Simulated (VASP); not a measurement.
Calculation: PBE GGA, VASP's PBE PAW potentials (set 64) (plane waves; VASP).

The input files of a VASP run:

**KPOINTS**
```
Automatic mesh
0
Gamma
13 13 13
0 0 0
```

INCAR:
```
SYSTEM = TiC
PREC = Accurate
ENCUT = 520
EDIFF = 1E-6
NELM = 100
ALGO = Normal
LREAL = .FALSE.
LASPH = .TRUE.
ISMEAR = 1
SIGMA = 0.1
GGA = PE
LMAXMIX = 4
LWAVE = .FALSE.
LCHARG = .FALSE.
IBRION = 2
ISIF = 3
NSW = 60
EDIFFG = -0.01
```

File POSCAR:
```
TiC
1
    0.0000000000     2.1650000000     2.1650000000
    2.1650000000     0.0000000000     2.1650000000
    2.1650000000     2.1650000000     0.0000000000
Ti C
1 1
Direct
  0.0000000000   0.0000000000   0.0000000000
  0.5000000000   0.5000000000   0.5000000000
```

POTCAR, in this order: Ti_sv C (PBE.64 set). Program: vasp_std.

Output

File OSZICAR:
```
       N       E                     dE             d eps       ncg     rms          rms(c)
DAV:   1     0.115354757013E+03    0.11535E+03   -0.84926E+03  2016   0.160E+03
DAV:   2    -0.143530791594E+02   -0.12971E+03   -0.12359E+03  2116   0.376E+02
DAV:   3    -0.238570432981E+02   -0.95040E+01   -0.90925E+01  2656   0.969E+01
DAV:   4    -0.243083819613E+02   -0.45134E+00   -0.45089E+00  2684   0.201E+01
DAV:   5    -0.243194011188E+02   -0.11019E-01   -0.11019E-01  2720   0.287E+00    0.187E+01
DAV:   6    -0.193681390222E+02    0.49513E+01   -0.32102E+01  2400   0.704E+01    0.716E+00
DAV:   7    -0.187485223777E+02    0.61962E+00   -0.47968E+00  2448   0.282E+01    0.494E+00
DAV:   8    -0.187135855647E+02    0.34937E-01   -0.14284E-01  2156   0.506E+00    0.303E+00
DAV:   9    -0.187142016982E+02   -0.61613E-03   -0.15554E-01  2292   0.501E+00    0.831E-01
DAV:  10    -0.187107676306E+02    0.34341E-02   -0.17188E-02  2872   0.189E+00    0.589E-01
DAV:  11    -0.187092463170E+02    0.15213E-02   -0.73710E-03  2156   0.132E+00    0.117E-01
DAV:  12    -0.187092436992E+02    0.26178E-05   -0.51510E-04  2200   0.326E-01    0.391E-02
DAV:  13    -0.187092292605E+02    0.14439E-04   -0.29540E-05  2944   0.791E-02    0.145E-02
DAV:  14    -0.187092279253E+02    0.13351E-05   -0.30602E-06  2156   0.156E-02    0.314E-03
DAV:  15    -0.187092277469E+02    0.17842E-06   -0.39781E-07  1088   0.102E-02
   1 F= -.18709228E+02 E0= -.18709165E+02  d E =-.187092E+02
       N       E                     dE             d eps       ncg     rms          rms(c)
DAV:   1    -0.187173702876E+02   -0.81424E-02   -0.18331E-01  2036   0.700E+00    0.903E-01
DAV:   2    -0.187107645061E+02    0.66058E-02   -0.43321E-02  2288   0.320E+00    0.288E-01
DAV:   3    -0.187089424387E+02    0.18221E-02   -0.69566E-03  2292   0.946E-01    0.109E-01
DAV:   4    -0.187089399001E+02    0.25386E-05   -0.20580E-03  2124   0.469E-01    0.570E-02
DAV:   5    -0.187090863161E+02   -0.14642E-03   -0.21569E-04  2492   0.143E-01    0.197E-02
DAV:   6    -0.187091212191E+02   -0.34903E-04   -0.93370E-05  2780   0.514E-02    0.169E-02
DAV:   7    -0.187091305623E+02   -0.93432E-05   -0.17627E-05  2408   0.427E-02    0.971E-03
DAV:   8    -0.187091304579E+02    0.10446E-06   -0.48473E-06  2168   0.237E-02
   2 F= -.18709130E+02 E0= -.18709071E+02  d E =0.972890E-04
       N       E                     dE             d eps       ncg     rms          rms(c)
DAV:   1    -0.187120325591E+02   -0.29020E-02   -0.59833E-02  2036   0.398E+00    0.511E-01
DAV:   2    -0.187098393978E+02    0.21932E-02   -0.13291E-02  2268   0.179E+00    0.159E-01
DAV:   3    -0.187093078257E+02    0.53157E-03   -0.21126E-03  2288   0.517E-01    0.632E-02
DAV:   4    -0.187093004198E+02    0.74059E-05   -0.67642E-04  2132   0.274E-01    0.330E-02
DAV:   5    -0.187093472201E+02   -0.46800E-04   -0.62834E-05  2428   0.832E-02    0.109E-02
DAV:   6    -0.187093618775E+02   -0.14657E-04   -0.35500E-05  2800   0.312E-02    0.103E-02
DAV:   7    -0.187093659329E+02   -0.40554E-05   -0.47212E-06  2264   0.218E-02    0.226E-03
DAV:   8    -0.187093657980E+02    0.13492E-06   -0.97072E-07  1364   0.886E-03
   3 F= -.18709366E+02 E0= -.18709304E+02  d E =-.138051E-03
```

**OUTCAR**
```
------------------------ aborting loop because EDIFF is reached ----------------------------------------
  FORCE on cell =-STRESS in cart. coord.  units (eV):
  Direction    XX          YY          ZZ          XY          YZ          ZX
  --------------------------------------------------------------------------------------
  Total       -0.0003697     -0.0003697     -0.0003697     -0.0000000      0.0000000     -0.0000000
  in kB       -0.0291009     -0.0291009     -0.0291009     -0.0000000      0.0000000     -0.0000000
  external PRESSURE =      -0.0291009 kB  Pullay stress =       0.0000000 kB
  volume of cell :       20.36
      direct lattice vectors                 reciprocal lattice vectors
    -0.000000000  2.167107664  2.167107664    -0.230722270  0.230722270  0.230722270
     2.167107664  0.000000000  2.167107664     0.230722270 -0.230722270  0.230722270
     2.167107664  2.167107664  0.000000000     0.230722270  0.230722270 -0.230722270
 POSITION                                       TOTAL-FORCE (eV/Angst)
 -----------------------------------------------------------------------------------
      0.00000      0.00000      0.00000         0.000000      0.000000      0.000000
      2.16711      2.16711      2.16711         0.000000      0.000000     -0.000000
 -----------------------------------------------------------------------------------
    total drift:                                0.000000     -0.000000     -0.000000
  FREE ENERGIE OF THE ION-ELECTRON SYSTEM (eV)
  ---------------------------------------------------
  free  energy   TOTEN  =       -18.7093657980 eV

  energy  without entropy=      -18.7091816470  energy(sigma->0) =      -18.70930441

 reached required accuracy - stopping structural energy minimisation
```
(Selected blocks of OUTCAR.)

CONTCAR:
```
TiC
   1.00000000000000
    -0.0000000000000000    2.1671076643187894    2.1671076643187894
     2.1671076643187894    0.0000000000000000    2.1671076643187894
     2.1671076643187894    2.1671076643187894    0.0000000000000000
  Ti              C
     1     1
Direct
     0.0000000000000000    0.0000000000000000    0.0000000000000000
     0.5000000000000000    0.5000000000000000    0.5000000000000000
```

The compound is TiC in the rock salt structure. This run relaxes it. Symmetry was kept, so distortions that lower it aren't found.
